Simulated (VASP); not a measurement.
VASP, PAW. Band gap of CaS (rock salt) (no spin-orbit coupling).  The mesh is coarse and the basis finite, so the quasiparticle values are not converged.

```json
[
 {"level": "PBE-D3 (zero damping) (own cell)", "band gap (eV)": "2.33"},
 {"level": "vdW-DF-cx (own cell)", "band gap (eV)": "2.27"}
]
```

Question: Estimate the band gap from B3LYP (PBE cell), AM05 (own cell), evGW0@PBE (starting cell) and from experiment.

Answer: 
```
Quantity                                                                                                      Value
-------------------------  ----------------------------------------------------------------------------------------
B3LYP (PBE cell)                                                                                            3.88 eV
AM05 (own cell)                                                                                             2.24 eV
evGW0@PBE (starting cell)                                                                                   4.58 eV
measured                   4.43 eV (as given by David Waroquiers et al., Physical Review B (2013), arXiv:1302.6756)
```

Only levels that ran to the end are used. Left out are those held back, those with too coarse a band path, GW runs whose mesh misses a band edge, hybrids' fits of cells that aren't cubic and levels without matching references; a question may draw on a part of the rest.

The compound is CaS in the rock salt structure.
